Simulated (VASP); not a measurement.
Output of a VASP run:

### OSZICAR
```
       N       E                     dE             d eps       ncg     rms          rms(c)
DAV:   1    -0.970967916728E-01   -0.97097E-01   -0.12922E+04  3666   0.120E+03
DAV:   2    -0.112146681341E+03   -0.11205E+03   -0.11066E+03  3863   0.262E+02
DAV:   3    -0.113906791496E+03   -0.17601E+01   -0.17443E+01  4222   0.303E+01
DAV:   4    -0.113919424410E+03   -0.12633E-01   -0.12622E-01  3962   0.256E+00
DAV:   5    -0.113919593299E+03   -0.16889E-03   -0.16889E-03  4135   0.302E-01    0.253E+00
DAV:   6    -0.108332519158E+03    0.55871E+01   -0.23309E+00  3598   0.160E+01    0.337E+00
DAV:   7    -0.106739438847E+03    0.15931E+01   -0.17350E-01  3641   0.490E+00    0.287E+00
DAV:   8    -0.108651401090E+03   -0.19120E+01   -0.52741E-01  3606   0.692E+00    0.177E+00
DAV:   9    -0.106335767765E+03    0.23156E+01   -0.23140E-01  3603   0.443E+00    0.730E-01
DAV:  10    -0.106332354083E+03    0.34137E-02   -0.17047E-03  3850   0.262E-01    0.753E-01
DAV:  11    -0.106334831542E+03   -0.24775E-02   -0.20083E-03  3645   0.266E-01    0.718E-01
DAV:  12    -0.106290202984E+03    0.44629E-01   -0.26277E-02  3660   0.102E+00    0.414E-01
DAV:  13    -0.106325230134E+03   -0.35027E-01   -0.94489E-03  3622   0.685E-01    0.339E-01
DAV:  14    -0.106339282442E+03   -0.14052E-01   -0.24564E-03  3641   0.357E-01    0.146E-01
DAV:  15    -0.106348095865E+03   -0.88134E-02   -0.85569E-03  3669   0.730E-01    0.142E-01
DAV:  16    -0.106348207386E+03   -0.11152E-03   -0.83335E-05  3473   0.677E-02    0.121E-01
DAV:  17    -0.106348347659E+03   -0.14027E-03   -0.28762E-05  2851   0.555E-02    0.115E-01
DAV:  18    -0.106348740374E+03   -0.39272E-03   -0.13185E-04  3695   0.897E-02    0.101E-01
DAV:  19    -0.106348855578E+03   -0.11520E-03   -0.30761E-05  2821   0.492E-02    0.781E-02
DAV:  20    -0.106348933124E+03   -0.77546E-04   -0.87156E-05  3663   0.749E-02    0.322E-02
DAV:  21    -0.106348950579E+03   -0.17455E-04   -0.13036E-05  2761   0.272E-02    0.214E-02
DAV:  22    -0.106348970948E+03   -0.20369E-04   -0.49990E-06  1811   0.169E-02    0.178E-02
DAV:  23    -0.106348995937E+03   -0.24989E-04   -0.13129E-05  2364   0.292E-02    0.968E-03
DAV:  24    -0.106348990978E+03    0.49596E-05   -0.30581E-06  1803   0.177E-02
   1 F= -.10634899E+03 E0= -.10634909E+03  d E =-.106349E+03
```

File OUTCAR:
```
------------------------ aborting loop because EDIFF is reached ----------------------------------------
  FORCE on cell =-STRESS in cart. coord.  units (eV):
  Direction    XX          YY          ZZ          XY          YZ          ZX
  --------------------------------------------------------------------------------------
  Total       -0.0670810     -0.0670810      0.0181635      0.0000000      0.0000000      0.0000000
  in kB       -1.7818548     -1.7818549      0.4824729      0.0000000      0.0000000      0.0000000
  external PRESSURE =      -1.0270789 kB  Pullay stress =       0.0000000 kB
  volume of cell :       60.32
      direct lattice vectors                 reciprocal lattice vectors
     3.538652961  0.000000000  0.000000000     0.282593408  0.163155374  0.000000000
    -1.769326481  3.064563470  0.000000000     0.000000000  0.326310749  0.000000000
     0.000000000  0.000000000  5.562005151     0.000000000  0.000000000  0.179791275
 POSITION                                       TOTAL-FORCE (eV/Angst)
 -----------------------------------------------------------------------------------
      1.76933      1.02152      4.17150         0.000000     -0.000000      0.000000
     -0.00000      2.04304      1.39050        -0.000000      0.000000      0.000000
 -----------------------------------------------------------------------------------
    total drift:                               -0.000417      0.000222      0.000011
  FREE ENERGIE OF THE ION-ELECTRON SYSTEM (eV)
  ---------------------------------------------------
  free  energy   TOTEN  =      -106.3489909777 eV

  energy  without entropy=     -106.3492886512  energy(sigma->0) =     -106.34909020

 reached required accuracy - stopping structural energy minimisation
```
(Selected blocks of OUTCAR.)

POSCAR:
```
Tl
1
    3.5386529615     0.0000000000     0.0000000000
   -1.7693264808     3.0645634698     0.0000000000
    0.0000000000     0.0000000000     5.5620051507
Tl
2
Direct
  0.6666670000   0.3333330000   0.7500000000
  0.3333330000   0.6666670000   0.2500000000
```

Write an INCAR and KPOINTS that could have produced this output.

This is not unique; one that fits is the input of the run itself, r2SCAN meta-GGA, plane waves, VASP's PBE PAW potentials (set 64).

INCAR:
```
LREAL  =  F   # projection in real space or not
ISMEAR  =  1   # Methfessel-Paxton
SIGMA  =  0.1   # width (eV)
ALGO  =  Normal   # blocked Davidson
METAGGA  =  R2SCAN
LASPH  =  T
LWAVE  =  F
ISIF  =  2   # forces and stress, cell fixed
LMAXMIX  =  4   # l cut-off of mixed one-centre charges
NELM  =  100   # most electronic steps
ENCUT  =  400   # plane-wave cut-off (eV)
LMIXTAU  =  T
SYSTEM  =  Tl
EDIFFG  =  -0.03   # ionic stop
EDIFF  =  1E-5
PREC  =  Normal
NELMIN  =  4
IBRION  =  2   # conjugate gradients
NSW  =  20   # most ionic steps
LCHARG  =  F
```

File KPOINTS:
```
Regular mesh
0
gamma
13 13 8
0 0 0
```

POTCAR, in this order: Tl_d (PBE.64 set). Program: vasp_std.

The compound is Tl in the hcp structure. It was relaxed first, which changed the volume by +5 %.
